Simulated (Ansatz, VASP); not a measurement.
## Two plane-wave programs on Na2Pd

```
CELL_PARAMETERS angstrom
3.13084 0.00000 0.00000
-1.56542 2.71139 0.00000
0.00000 0.00000 7.96545
ATOMIC_POSITIONS crystal
Na 0.33333 0.66667 0.28639
Na 0.66667 0.33333 0.71361
Pd 0.00000 0.00000 0.00000
```

Change from the starting cell: species swapped into the Ta2C type (P-3m1, No. 164).

Alike in both runs: functional PBE; k mesh 18 × 18 × 6; occupations gaussian, width 0.1 eV; no spin polarisation.

Ansatz relaxed the structure, and its values are those at the end. VASP's run is a single point on that final structure, the one shown.

|  | VASP | Ansatz |
| --- | --- | --- |
| version | VASP 6.6.1 | Ansatz 0.2.0 |
| potentials or method | VASP PAW PBE potentials, release 64 (Na_pv, Pd) | scalar-relativistic, plane waves, PAW |
| plane-wave cutoff (eV) | 520 | 420 |
| valence electrons in the cell | 24 | 36 |

VASP gave:

| Quantity | Value |
| --- | --- |
| gap on the k mesh at the Fermi level (eV) | none |
| pressure (GPa) | 0.0 |
| rms of the force components (eV/Å) | 0.004 |

Question: Which values does Ansatz return?

Answer: gap on the k mesh at the Fermi level (eV): none; pressure (GPa): 0.0; rms of the force components (eV/Å): 0.001.

A gap of «none» marks a metal or a gap that the smearing closes. The two sets of potentials don't hold the same shells in valence.
